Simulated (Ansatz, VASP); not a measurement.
**BaBi: VASP beside Ansatz**

Aim: how closely do two programs agree when they are given the same cell, functional and k mesh? The cell is invented: As first built, before any earlier steps moved the atoms (in the runner's words): it takes the SbPb structure with all of its atoms replaced by other elements, volume scaled by an estimate. It may not be a known or stable phase. The cell is taken from a series of VASP runs on this material, whose earlier steps may have relaxed, scaled or displaced it; both programs get it as it stands.

Main program and level: Ansatz 0.2.0; plane waves, with VASP 6.6.1 beside it; relaxation of cell and atoms at LDA.

### Step 1. Set-up

Symmetry: Cmmm, No. 65, orthorhombic system. Conventional cell: a = 5.537 Å, b = 5.589 Å, c = 4.658 Å, α = 90.00°, β = 90.00°, γ = 90.00°. Bi has 8 Ba at 3.62 to 3.64 Å nearest. Nearest to Ba lie 8 Bi at 3.62 to 3.64 Å and 4 Ba at 3.93 Å. As first built, before any earlier steps moved the atoms (in the runner's words): sites of the SbPb structure (space group 65) filled with other elements, volume scaled by an estimate. Farther neighbours are not listed.

### Step 2. Ansatz: relaxation of cell and atoms, LDA

Ansatz runs on its default PAW (the set named soft_2) files.

The relaxed volume is the usual yardstick between codes: its relative difference is about their pressure difference at one cell divided by the bulk modulus.

The input, input.yaml:

```yaml
crystal:
  lattice:
    - [2.768431497, -2.7945485502, 0.0]
    - [2.768431497, 2.7945485502, 0.0]
    - [0.0, 0.0, 4.6581161706]
  atoms:
    - { symbol: Bi, position: [0.5, 0.5, 0.5] }
    - { symbol: Ba, position: [0.0, 0.0, 0.0] }
hamiltonian:
  xc: lda
  pseudopotentials: { kind: paw }
kpoints:
  mp_grid: { grid: [6, 6, 5] }
scf:
  occupations: { method: gaussian, width: 0.05 }
relax:
  f_tol: 0.01
  max_steps: 60
  cell: { stress_tol: 0.05 }
output:
  forces: true
  stress: true
```

On the command line:

```console
> ansatz run input.yaml --threads 4 --pin off --max-ram 9216MiB --backend cpu --events-out ev --progress --plain --runs-dir out
```

Numbers of over 12 decimals in the logs are rounded to 6 here.

The program printed:

```text
Engine: ansatz 0.2.0, x86_64-unknown-linux-gnu
Pseudopotentials: kind: paw
Pseudopotential: Bi, paw, valence charge 15, recommended cutoff 420 eV (normal), Bi.paw.azcp
Pseudopotential: Ba, paw, valence charge 10, recommended cutoff 420 eV (normal), Ba.paw.azcp
Functional definition: SPW92
  exchange = slater_x
  correlation = pw_c
Crystal: 2 atoms, lattice volume = 72.075 Å³
Basis set: ecut = 420 eV, 1419 PW (Γ)
Bands: 17, of which v1, the nominal top of the filled ones, is band 13 counted from 1 (12 counted from 0)
Symmetry: 8 space group operations
Space group: Cmmm (ITA 65), of the structure as read, at distance tolerance 4.2e-5 Å
k-points: 39 of 180
Non-local potential: Bi, projectors of the file, l = 0: 2, l = 1: 2, l = 2: 2, l = 3: 2
Non-local potential: Ba, projectors of the file, l = 0: 3, l = 1: 2, l = 2: 2, l = 3: 2
PAW form: soft (Blöchl's): semilocal exchange-correlation on the pseudo side does not see the compensation charge
PAW frozen core: Bi, regenerated for the run's functional, and the local potential with it (the file was generated under x = pbe(κ = 0.804, μ = 0.219515), c = pbe(β = 0.066725))
PAW frozen core: Ba, regenerated for the run's functional, and the local potential with it (the file was generated under x = pbe(κ = 0.804, μ = 0.219515), c = pbe(β = 0.066725))
PAW one-centre angular grid: Bi, 590 points (default); XC on 64 Gauss nodes
PAW one-centre angular grid: Ba, 194 points (default); XC on 64 Gauss nodes
Initial density: superposition of atomic densities (neutral atoms: chi_scale 0, normalization atom), corrected by the library's trained network
Initial wavefunctions: pseudopotential atomic-orbital guess
Functional: x = slater, c = lda
SCF iter   1: F=—  HF=-17867.206637 eV  |F-HF|=—  |Δ(HF+E_count)|=         —  Δρ=3.65e-3  dr2=5.61e-3  ethr=1.77e-3  ⟨swp⟩=9.6  Hψ=4478  notcnv=0
preconditioner: auto → Resta (q_TF=auto, 2.287 Å⁻¹)  ε∞=3.0  [insulator: Δε(μ)=0.069 eV  Ē_g=11.173 eV  σ=0.050 eV  W_gap=0.61  n_scr=18 (ndim 8)  ℏωp=15.8 eV  f_vac=0.000  D(μ)=2.80/eV (n_scr^D=26)  ε∞_Penn≈3.0]
SCF iter   2: F=—  HF=-17867.205353 eV  |F-HF|=—  |Δ(HF+E_count)|=   1.28e-3  Δρ=1.81e-3  dr2=1.41e-3  ethr=2.24e-5  ⟨swp⟩=2.4  Hψ=1440  notcnv=0  defer=11
SCF iter   3: F=—  HF=-17867.205175 eV  |F-HF|=—  |Δ(HF+E_count)|=   1.78e-4  Δρ=2.39e-4  dr2=4.76e-5  ethr=5.62e-6  ⟨swp⟩=2.0  Hψ=1167  notcnv=0  defer=11
SCF iter   4: F=—  HF=-17867.205185 eV  |F-HF|=—  |Δ(HF+E_count)|=   1.01e-5  Δρ=7.95e-5  dr2=3.73e-6  ethr=1.90e-7  ⟨swp⟩=2.0  Hψ=1095  notcnv=0  defer=11
SCF iter   5: F=—  HF=-17867.205185 eV  |F-HF|=—  |Δ(HF+E_count)|=   5.63e-7  Δρ=2.69e-5  dr2=6.50e-7  ethr=1.49e-8  ⟨swp⟩=1.0  Hψ=659  notcnv=0  defer=11
SCF iter   6: F=-17867.205185 eV  HF=-17867.205185 eV  |F-HF|=5.02e-8  |Δ(HF+E_count)|=   8.52e-9  Δρ=6.76e-6  dr2=6.29e-8  ethr=4.00e-10  ⟨swp⟩=4.0  Hψ=2936  notcnv=0
SCF 1 converged in 6 iterations: F = -17867.205185 eV  dr2 = 6.29e-8
  greatest PAW one-centre occupation: 0.988 electrons in one spin orbital (limit 2), on the Bi atom at site 0 (counted from 0), in its partial waves of l = 2
relax step   1: F+E_penalty+E_count = -17867.20518545 eV  Δ(F+E_penalty+E_count) = +0.000e0 eV  max|allowed force component| = 6.705e-30 eV/Å  Δτ_max = 0.0000 Å  P = -0.275 GPa  Ω = 72.075 Å³  (6 SCF iters, dr2 threshold 1.00e-7 eV, accepted)
[...]
relax step   2: F+E_penalty+E_count = -17867.20576484 eV  Δ(F+E_penalty+E_count) = -5.794e-4 eV  max|allowed force component| = 1.026e-29 eV/Å  Δτ_max = 0.0000 Å  P = -0.011 GPa  Ω = 71.555 Å³  energy of the carried Pulay correction = +3.558e-5 eV  (4 SCF iters, dr2 threshold 2.00e-7 eV, accepted)
[...]
relax step   3: F+E_penalty+E_count = -17867.20585387 eV  Δ(F+E_penalty+E_count) = -8.903e-5 eV  max|allowed force component| = 7.889e-31 eV/Å  Δτ_max = 0.0000 Å  P = +0.015 GPa  Ω = 71.479 Å³  energy of the carried Pulay correction = +4.090e-5 eV  (4 SCF iters, dr2 threshold 3.07e-8 eV, accepted)
[...]
relax step   4: F+E_penalty+E_count = -17867.20588584 eV  Δ(F+E_penalty+E_count) = -3.197e-5 eV  max|allowed force component| = 7.100e-30 eV/Å  Δτ_max = 0.0000 Å  P = +0.014 GPa  Ω = 71.470 Å³  energy of the carried Pulay correction = +4.152e-5 eV  (3 SCF iters, dr2 threshold 7.55e-9 eV, accepted)
[...]
relax step   5: F+E_penalty+E_count = -17867.20584310 eV  Δ(F+E_penalty+E_count) = +4.274e-5 eV  max|allowed force component| = 1.144e-29 eV/Å  Δτ_max = 0.0000 Å  P = +0.014 GPa  Ω = 71.470 Å³  stress off target by 4.54e-2 GPa  SCF on the basis re-selected at this cell (its energy is not comparable with the rows above)  (6 SCF iters)
basis re-selected at this cell: Δ(F+E_penalty+E_count) = +4.274e-5 eV, ΔP = +0.000 GPa vs the last step (what re-selecting the basis moved, of the pressure what is left beyond the Pulay correction that the steps carried, after the strain that the cell walked since its last selection, with what the two solves' SCF thresholds leave and, on support functions, any second-order correction that the steps lacked; it is no m [...]
SCF converged after 6 iterations
Free energy (F): -17867.205843 eV
Harris-Foulkes:  -17867.205843 eV  (|F-HF|=7.28e-12)
Internal energy: -17867.202202 eV  (E = F + TS)
E sigma→0 (E₀):  -17867.204022 eV
Entropy (-TS):   -0.003641 eV (-1.821 meV/atom)
Fermi energy:    9.933689 eV
--- Per-component energies (eV) ---
  E_band       = -131.998537
  E_kinetic    = 475.006224
  E_local      = -1820.093403  (includes V_loc(G=0)·N_el)
  E_nonlocal   = 622.155591
  E_hartree    = 600.399917
  E_xc         = -318.180954
  E_vxc        = -281.684942  (∫ρ·V_xc dr)
  E_paw        = -15411.109094  (= ΣΔE_a)
  E_vpaw       = -328.181333  (= ΣTr[D̂ρ^β])
  E_aug_tail   = -0.000527  (compensation charges beyond the density's cutoff)
  E_ewald      = -2015.657586
  E_core_change = 0.277631  (= ΣΔE_core)
  E_smearing   = -0.003641  (= −TS)
  E_closure    = -0.000000  (closes the sum)
  Σ components = -17867.205843   (vs F -17867.205843, Δ=0.00e0)
--- Forces (eV/Å), atoms counted from 1 ---
  atom   1  Bi     0.00000000    -0.00000000     0.00000000
  atom   2  Ba     0.00000000    -0.00000000     0.00000000
  max |Σ_I F_I| component: 2.76e-29 eV/Å
--- Stress (GPa, compression-positive) ---
        0.045421      -0.000000       0.000000
       -0.000000       0.000671       0.000000
        0.000000       0.000000      -0.004309
  P = ⅓ Tr σ = 0.0139 GPa (0.139 kbar)
--- Relaxed structure (4 steps of the walk, 4 accepted, 1 SCFs on fresh bases) ---
  F+E_penalty+E_count = -17867.20584310 eV   max|allowed force component| = 1.144e-29 eV/Å   (the final SCF, on the basis selected at the relaxed cell)
  cell:  # Å, volume = 71.4700 Å³
    - [2.768566, -2.775324, 2.34657100781199e-19]
    - [2.768566, 2.775324, 2.3465710078121036e-19]
    - [3.948300822612137e-19, 0, 4.650777]
  atoms:
    - { symbol: Bi, position: [0.5, 0.5, 0.5] }
    - { symbol: Ba, position: [0, 0, 0.0] }
```

Wall time 5.5 s (4 threads of Intel Xeon Platinum 8375C at 2.90GHz (Ice Lake), shared host); peak memory 0.46 GiB.

### Step 3. VASP: relaxation of cell and atoms, LDA

The same cell, functional (in two slightly different forms), mesh and smearing now go to VASP, with its own data sets and cutoff.

Lines of VASP's logs that name or quote its potential files are left out, and so is its time.

The input, INCAR:

```
SYSTEM = BaBi
PREC = Accurate
ENCUT = 400
EDIFF = 1E-06
NELM = 100
ISMEAR = 0
SIGMA = 0.05
LREAL = .FALSE.
ALGO = Normal
GGA = CA
NBANDS = 18
LORBIT = 11
LWAVE = .FALSE.
LCHARG = .FALSE.
IBRION = 2
NSW = 60
ISIF = 3
EDIFFG = -0.01
```

The input, POSCAR:

```
BaBi
1.0
    2.7684314970     -2.7945485502      0.0000000000
    2.7684314970      2.7945485502      0.0000000000
    0.0000000000      0.0000000000      4.6581161706
Bi Ba
1 1
Direct
    0.5000000000      0.5000000000      0.5000000000
    0.0000000000      0.0000000000      0.0000000000
```

The input, KPOINTS:

```
Automatic mesh
0
Gamma
6 6 5
0 0 0
```

The projector-augmented-wave data sets are Bi_d and Ba_sv (LDA family, release 64).

On the command line:

```console
> mpirun -np 1 vasp_std
```

The program printed:

```text
[banner, memory and clock lines left out]
running    1 mpi-ranks, on    1 nodes
 distrk:  each k-point on    1 cores,    1 groups
 distr:  one band on    1 cores,    1 groups

 POSCAR found type information on POSCAR BiBa
 POSCAR found :  2 types and       2 ions
 LDA part: xc-table for (Slater(with rela. corr.)+CA(PZ))
 , standard interpolation
 POSCAR, INCAR and KPOINTS ok, starting setup
 FFT: planning ... GRIDC
 FFT: planning ... GRID_SOFT
 FFT: planning ... GRID
 WAVECAR not read
 entering main loop
       N       E                     dE             d eps       ncg     rms          rms(c)
DAV:   1     0.200913800664E+03    0.20091E+03   -0.10771E+04  1404   0.117E+03
DAV:   2     0.526270439749E+01   -0.19565E+03   -0.19156E+03  1540   0.316E+02
DAV:   3    -0.818746239168E+01   -0.13450E+02   -0.13312E+02  1816   0.977E+01
DAV:   4    -0.856171117028E+01   -0.37425E+00   -0.37363E+00  1948   0.165E+01
DAV:   5    -0.857090921217E+01   -0.91980E-02   -0.91943E-02  1908   0.218E+00    0.361E+00
DAV:   6    -0.852702697149E+01    0.43882E-01   -0.39260E-02  2074   0.217E+00    0.210E+00
DAV:   7    -0.850838515340E+01    0.18642E-01   -0.49735E-02  2098   0.222E+00    0.206E-01
DAV:   8    -0.850842990148E+01   -0.44748E-04   -0.29119E-03  1716   0.511E-01    0.396E-02
DAV:   9    -0.850845255383E+01   -0.22652E-04   -0.13143E-04  1878   0.720E-02    0.142E-02
DAV:  10    -0.850845581076E+01   -0.32569E-05   -0.86503E-06  1742   0.307E-02    0.524E-03
DAV:  11    -0.850845608275E+01   -0.27199E-06   -0.70620E-07  1118   0.563E-03
   1 F= -.85084561E+01 E0= -.85068031E+01  d E =-.850846E+01
[... from here on, the cycles between the ionic steps are left out ...]
   2 F= -.85088569E+01 E0= -.85071682E+01  d E =-.400803E-03
   3 F= -.85088669E+01 E0= -.85071827E+01  d E =-.410791E-03
   4 F= -.85088562E+01 E0= -.85071775E+01  d E =-.400090E-03
   5 F= -.85088647E+01 E0= -.85071835E+01  d E =-.408658E-03
   6 F= -.85088667E+01 E0= -.85071842E+01  d E =-.410650E-03
   7 F= -.85088672E+01 E0= -.85071840E+01  d E =-.411122E-03
   8 F= -.85089186E+01 E0= -.85072164E+01  d E =-.513955E-04
   9 F= -.85089726E+01 E0= -.85072339E+01  d E =-.105423E-03
 curvature:  -2.01 expect dE=-0.399E-04 dE for cont linesearch -0.516E-10
 trial: gam= 0.34443 g(F)=  0.240E-58 g(S)=  0.199E-04 ort =-0.406E-07 (trialstep = 0.155E+01)
 search vector abs. value=  0.274E-04
 bond charge predicted
       N       E                     dE             d eps       ncg     rms          rms(c)
DAV:   1    -0.850927763674E+01   -0.30407E-03   -0.12766E-02  1430   0.907E-01    0.791E-02
DAV:   2    -0.850907506094E+01    0.20258E-03   -0.41528E-04  1848   0.226E-01    0.461E-02
DAV:   3    -0.850898394067E+01    0.91120E-04   -0.26402E-04  1950   0.176E-01    0.893E-03
DAV:   4    -0.850898475735E+01   -0.81668E-06   -0.23885E-05  1610   0.439E-02    0.415E-03
DAV:   5    -0.850898459596E+01    0.16139E-06   -0.72656E-07   996   0.101E-02
  10 F= -.85089846E+01 E0= -.85072469E+01  d E =-.119680E-04
 trial-energy change:   -0.000012  1 .order   -0.000016   -0.000031   -0.000001
 step:   1.5923(harm=  1.5923)  dis= 0.00000  next Energy=    -8.508988 (dE=-0.158E-04)
 reached required accuracy - stopping structural energy minimisation
```

OUTCAR, selected parts (step 3):

```text
ion  position               nearest neighbor table
   1  0.500  0.500  0.500-   2 3.62   2 3.62   2 3.62   2 3.62   2 3.64   2 3.64   2 3.64   2 3.64

  LATTYP: Found a base centered orthorhombic cell.
 ALAT       =     5.5368629940
 B/A-ratio  =     1.0094338810
 C/A-ratio  =     0.8412915717

 Subroutine GETGRP returns: Found  8 space group operations
 (whereof  8 operations were pure point group operations)

The static configuration has the point symmetry D_2h.

 Found     39 irreducible k-points:

   k-points           NKPTS =     39   k-points in BZ     NKDIM =     39   number of bands    NBANDS=     18

   dimension x,y,z NGX =    28 NGY =   28 NGZ =   30
   dimension x,y,z NGXF=    56 NGYF=   56 NGZF=   60

   ENCUT  =  400.0 eV  29.40 Ry    5.42 a.u.   6.41  6.41  7.60*2*pi/ulx,y,z

   NELECT =      25.0000    total number of electrons

 k-points in reciprocal lattice and weights: Automatic mesh
   0.00000000  0.00000000  0.00000000       0.006
   0.16666667  0.00000000  0.00000000       0.022
   0.33333333  0.00000000  0.00000000       0.022
   0.50000000  0.00000000  0.00000000       0.011
   0.16666667  0.16666667  0.00000000       0.011
   0.33333333  0.16666667  0.00000000       0.022
   0.50000000  0.16666667  0.00000000       0.022
  -0.33333333  0.16666667  0.00000000       0.022
  -0.16666667  0.16666667  0.00000000       0.011
[...]
-0.33333333  0.33333333  0.40000000       0.022
   0.50000000  0.50000000  0.40000000       0.011

 average (electrostatic) potential at core
       1-105.4982       2 -34.6954

 E-fermi :   4.5521

 k-point     1 :       0.0000    0.0000    0.0000
  band No.  band energies     occupation
    ...
      7      -8.5952      2.00000
      8      -8.3521      2.00000
      9      -8.3521      2.00000
     10      -6.1776      2.00000
     11       4.4146      1.99990
     12       4.7045      0.00002
     13       5.0571      0.00000
     14       5.9689      0.00000
     15       5.9690      0.00000
     16       7.4547      0.00000
    ...

 k-point     2 :       0.1667    0.0000    0.0000
  band No.  band energies     occupation
    ...
      8      -8.5594      2.00000
      9      -8.3281      2.00000
     10      -5.8838      2.00000
     11       3.7847      2.00000
     12       4.1176      2.00000
     13       4.9861      0.00000
     14       5.8342      0.00000
     15       6.1010      0.00000
     16       9.0423      0.00000
     17       9.1001      0.00000
    ...

 k-point     3 :       0.3333    0.0000    0.0000
  band No.  band energies     occupation
    ...
      8      -8.4862      2.00000
      9      -8.2795      2.00000
     10      -5.3309      2.00000
     11       1.9091      2.00000
     12       3.5670      2.00000
     13       5.4537      0.00000
     14       5.5068      0.00000
     15       7.9743      0.00000
     16       9.2800      0.00000
     17       9.8514      0.00000
    ...

  Total       -0.0112695     -0.0074198      0.0015954     -0.0000000      0.0000000      0.0000000
  in kB       -0.2487344     -0.1637655      0.0352129     -0.0000000      0.0000000      0.0000000
  external PRESSURE =      -0.1257623 kB  Pullay stress =       0.0000000 kB

  energy-cutoff  :      400.00
  volume of cell :       72.59
      direct lattice vectors                 reciprocal lattice vectors
     2.789288492 -2.789305228  0.000000000     0.179257184 -0.179256108  0.000000000
     2.789288492  2.789305228  0.000000000     0.179257184  0.179256108  0.000000000
     0.000000000  0.000000000  4.665105897     0.000000000  0.000000000  0.214357406

 POSITION                                       TOTAL-FORCE (eV/Angst)
 -----------------------------------------------------------------------------------
      2.78929      0.00000      2.33255        -0.000000      0.000000      0.000000
      0.00000     -0.00000      0.00000         0.000000     -0.000000      0.000000
 -----------------------------------------------------------------------------------
    total drift:                                0.000000      0.000000      0.000000

  FREE ENERGIE OF THE ION-ELECTRON SYSTEM (eV)
  ---------------------------------------------------
  free  energy   TOTEN  =        -8.5089845960 eV

  energy  without entropy=       -8.5055091447  energy(sigma->0) =       -8.50724687

 reached required accuracy - stopping structural energy minimisation

 total charge
# of ion       s       p       d       tot
------------------------------------------
    1        1.475   1.552   9.883  12.910
    2        2.023   5.571   0.366   7.960
--------------------------------------------------
tot          3.498   7.123  10.249  20.871

[... 3 further parts left out ...]
```

### Step 4. Differences

Known differences besides the potentials themselves: the two LDA forms differ slightly; both relaxations stop at a tolerance, which leaves soft axes loose, and VASP keeps its plane-wave basis; the cutoff is 420 eV in Ansatz and 400 eV in VASP; VASP's log shows a relativistic correction to its local exchange, Ansatz's none; Ansatz adds a Pulay correction to the stress that steers its cell, VASP none. Total energies have different zeros and are not compared.

Both answers:

```
                                         quantity  Ansatz   VASP  difference
                                      volume (Å³)   71.47  72.59     -1.54 %
edge a after relaxation, in the typed setting (Å)   3.920  3.945     -0.62 %
edge c after relaxation, in the typed setting (Å)   4.651  4.665     -0.31 %
```

The walks stopped with 0.01 GPa left in Ansatz and -0.01 GPa in VASP; each walk ends within a tolerance, so the volume difference is uncertain by about these residues over the bulk modulus, most in soft cells. Found at a tolerance of 0.01 Å, the end structures differ in symmetry: Cmmm in Ansatz, P4/mmm in VASP; the atoms lie within 0.05 Å of each other, which can come from where the walks stopped or from unlike electronic states.

A further Ansatz single point at VASP's end cell gives -0.52 GPa where VASP has -0.01 GPa.

### Step 5. What came out

| Quantity | Value |
| --- | --- |
| difference in volume (relaxation of cell and atoms, LDA) | -1.5 % |

The difference in volume is -1.5 % (relaxation of cell and atoms, LDA), beyond the 1.2 % picked in this series as the mark of a large difference, as far as the stopping tolerances let one tell. A pressure difference of -0.50 GPa at VASP's end cell goes with -1.5 % of volume, which implies a bulk modulus near 33 GPa: the cell is soft, so a small pressure moves it far. Such differences can come from data sets, numerical settings and the points named under the comparisons, not from the functional's error against experiment.

[Lines on the potential files, build, host, timing and source positions are cut from VASP's logs without a mark.]

[Logs are printed without paths, hosts, clocks, repeated set-up lines and the standing remarks that a program may print on its own settings, such as how far it seeks lower states.]

[Hosts, paths, dates, database ids (printed as entryN), source tags and the programs' standing remarks are cut or masked in the printed files.]
